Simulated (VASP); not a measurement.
A run of VASP 6.6.1 is set up as follows.

The input INCAR:

```
ALGO = Normal
EDIFF = 1E-7
ENCUT = 520
GGA = PE
GGA_COMPAT = F
ISIF = 2
ISMEAR = 0
KPAR = 8
LASPH = T
LCHARG = F
LMAXMIX = 4
LNONCOLLINEAR = T
LORBIT = 11
LREAL = F
LSORBIT = T
LWAVE = F
MAGMOM = 0 0 0 0 0 0 0 0 0 0 0 0 0 0 0 0 0 0 0 0 0 0 0 0 0 0 0 0 0 0
NBANDS = 100
NELM = 100
PREC = Accurate
SIGMA = 0.1
```

File KPOINTS:

```
k-points
0
Gamma
  4 4 4
```

POSCAR

```
HfZrSe3
1.0
    3.2414930000      1.8714770000      6.4793900000
   -3.2414930000      1.8714770000      6.4793900000
    0.0000000000     -3.7429540000      6.4793900000
Zr Hf Se
2 2 6
Direct
    0.0000000000      0.0000000000      0.0000000000
    0.5000000000      0.5000000000      0.5000000000
    0.6641110000      0.6641110000      0.6641110000
    0.3358890000      0.3358890000      0.3358890000
    0.0768160000      0.4218400000      0.7564240000
    0.4218400000      0.7564240000      0.0768160000
    0.7564240000      0.0768160000      0.4218400000
    0.9231840000      0.5781600000      0.2435760000
    0.5781600000      0.2435760000      0.9231840000
    0.2435760000      0.9231840000      0.5781600000
```

File KPOINTS_OPT:

```
path GLB1,BZGX,QFP1Z,LP
20
line-mode
reciprocal
 0.0000000000  0.0000000000  0.0000000000  G
 0.5000000000  0.0000000000  0.0000000000  L

 0.5000000000  0.0000000000  0.0000000000  L
 0.5000000000  0.2222839117 -0.2222839117  B1

 0.7777160883  0.5000000000  0.2222839117  B
 0.5000000000  0.5000000000  0.5000000000  Z

 0.5000000000  0.5000000000  0.5000000000  Z
 0.0000000000  0.0000000000  0.0000000000  G

 0.0000000000  0.0000000000  0.0000000000  G
 0.3611419559  0.0000000000 -0.3611419559  X

 0.6388580441  0.3611419559  0.0000000000  Q
 0.5000000000  0.5000000000  0.0000000000  F

 0.5000000000  0.5000000000  0.0000000000  F
 0.6388580441  0.6388580441  0.2222839117  P1

 0.6388580441  0.6388580441  0.2222839117  P1
 0.5000000000  0.5000000000  0.5000000000  Z

 0.5000000000  0.0000000000  0.0000000000  L
 0.7777160883  0.3611419559  0.3611419559  P
```

Potentials or basis: VASP PAW PBE potentials, release 64 (Zr_sv, Hf_pv, Se).

Launch:

```console
$ cat potpaw_PBE.64/Zr_sv/POTCAR potpaw_PBE.64/Hf_pv/POTCAR potpaw_PBE.64/Se/POTCAR > POTCAR
$ mpirun -np 8 vasp_ncl > vasp.out
```

**Question.** Estimate the pressure.

**Answer.** 0.0 GPa.

**Question.** Estimate the largest force.

**Answer.** 0.040 eV/Å.

Stress tensor (GPa, compression positive):
```
 0.00  0.00  0.00
 0.00  0.00  0.00
 0.00  0.00 -0.13
```
